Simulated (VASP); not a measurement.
Write the native input for VASP 6.6.1 that does the following.

```
Task                   : single point
Functional             : PBE
Potentials or basis    : VASP PAW PBE potentials, release 64 (Rb_sv, In_d)
Cutoff                 : 520 eV
k mesh                 : 5 × 5 × 5
Occupations            : fermi-dirac, width 0.05 eV
Spin                   : no spin polarisation
Further INCAR settings : ALGO = Normal; EDIFF = 1e-07; NBANDS = 22
```

The structure of Rb2In lies in POSCAR:

```
Rb2In
1.0
    0.0000000000      4.5766200000      4.5766200000
    4.5766200000      0.0000000000      4.5766200000
    4.5766200000      4.5766200000      0.0000000000
Rb In
2 1
Direct
    0.2462690000      0.2563000000      0.2483290000
    0.7452530000      0.7530500000      0.7563940000
   -0.0065040000     -0.0011540000     -0.0005780000
```

The cell was built by a generator and needn't be a form met in nature.

The cell isn't the ideal one: atoms moved at random, drawn with an rms of 0.05 Å.

These files were run (other wordings do the same):

INCAR

```
PREC     = Accurate       # precision mode
ENCUT    = 520            # plane-wave cutoff, eV
EDIFF    = 1E-7           # SCF threshold, eV
ISMEAR   = -1             # smearing method
SIGMA    = 0.05           # smearing width, eV
LREAL    = False          # projectors in reciprocal space
LASPH    = True           # aspherical terms in the spheres
NELM     = 100            # most SCF steps
ALGO     = Normal         # electronic algorithm
ISIF     = 2              # what is computed and relaxed
LWAVE    = False          # write WAVECAR
LCHARG   = False          # write CHGCAR
GGA      = PE             # functional
NBANDS   = 22             # bands
```

KPOINTS

```
regular mesh
0
Gamma
  5 5 5
```

Potentials or basis: VASP PAW PBE potentials, release 64 (Rb_sv, In_d).

Launch:

```sh
$ cat potpaw_PBE.64/Rb_sv/POTCAR potpaw_PBE.64/In_d/POTCAR > POTCAR
$ mpirun -np 1 vasp_std > vasp.out
```

Results of the run:

```
Pressure               : 0.0 GPa
Largest force          : 0.052 eV/Å
Band gap on the k mesh : none (metal or under the smearing width)
```

Run time: 120 s on 1 thread of Intel(R) Xeon(R) 6975P-C (Granite Rapids) (shared host), peak memory 0.46 GiB.
